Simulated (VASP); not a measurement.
Molecule: Br2Zn, in a box.

```xyz
3
Lattice="11.0000 0.0000 0.0000 0.0000 13.0000 0.0000 0.0000 0.0000 11.0000" Properties=species:S:1:pos:R:3 pbc="T T T"
Br    6.4923    8.3800    6.2651
Br    4.5337    4.6620    4.8029
Zn    5.5110    6.5225    5.5331
```

Base run:

| Item | Value |
| --- | --- |
| Program | VASP 6.6.1 |
| Functional | SCAN |
| Potentials or basis | VASP PAW PBE potentials, release 64 (Br, Zn) |
| Cutoff | 520 eV |
| k mesh | 1 × 1 × 1 |
| Occupations | gaussian, width 0.01 eV |
| Spin | no spin polarisation |

Its results: gap between the frontier levels 5.00 eV; largest force 0.510 eV/Å.

Task: The run is repeated on the same cell with these changes: functional from SCAN to BEEF-vdW. What comes out?

Result: Gap between the frontier levels 4.39 eV; largest force 0.085 eV/Å.

Caveats: the PAW data sets were made with another functional, which shifts forces and pressure a little.

